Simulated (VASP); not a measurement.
An input for Ansatz (written as the equivalent of a VASP run, and not itself run):

Ansatz 0.2 input:
```yaml
crystal:
  lattice:
    - [2.6817990, 0.0000000, 0.0000000]
    - [-1.3408995, 2.3225060, 0.0000000]
    - [0.0000000, 0.0000000, 7.9833356]
  atoms:
    - { symbol: Fe, position: [0.0000000, 0.0000000, 0.0000000], spin: 2 }
    - { symbol: Fe, position: [0.0000000, 0.0000000, 0.5000000], spin: 2 }
    - { symbol: Al, position: [0.3333330, 0.6666670, 0.2500000] }
    - { symbol: Al, position: [0.6666670, 0.3333330, 0.7500000] }
kpoints:
  mp_grid: { grid: [15, 15, 5] }
hamiltonian:
  xc: pbesol
  pseudopotentials: { kind: paw }
magnetization: { spin_polarized: true }
scf:
  occupations: { method: tetrahedron }
  max_iter: 100
output: { forces: true, stress: true, eigenvalues: true }
```

Q: Translate this input to VASP (INCAR, KPOINTS, POSCAR, choice of POTCAR).

A: This is not unique; one that fits is 
File KPOINTS:
```
Automatic mesh
0
Gamma
15 15 5
0 0 0
```

**POSCAR**
```
FeAl
2.6817990
  1.0000000120   0.0000000000   0.0000000000
 -0.5000000060   0.8660253743   0.0000000000
  0.0000000000   0.0000000000   2.9768582816
Fe Al
2 2
direct
  0.0000000000   0.0000000000   0.0000000000
  0.0000000000   0.0000000000   0.5000000000
  0.3333330000   0.6666670000   0.2500000000
  0.6666670000   0.3333330000   0.7500000000
```

**INCAR**
```
SYSTEM = FeAl
PREC = Accurate
ENCUT = 400
EDIFF = 1E-7
NELM = 100
ALGO = Normal
LREAL = .FALSE.
LASPH = .TRUE.
ISMEAR = -5
GGA = PS
LMAXMIX = 4
ISPIN = 2
MAGMOM = 2.0 2.0 -0.0 -0.0
LORBIT = 11
LWAVE = .FALSE.
LCHARG = .TRUE.
NEDOS = 601
ISIF = 2
LEFG = .TRUE.
```

POTCAR, in this order: Fe Al (PBE.64 set). Program: vasp_std.

Limits of the translation: each code has its own PAW files, so the cut-off isn't converted (ENCUT is set for VASP's; basis.ecutwfc is left out, and Ansatz then takes the one that its files recommend); Ansatz stops its SCF on the density residual and VASP on the energy change (EDIFF); the field gradients of LEFG aren't asked of the other code.

The structure was generated: FeAl was put into the NiAs type type (P6_3/mmc), which need not be its known phase. It was relaxed first, which changed the volume by -37 %.
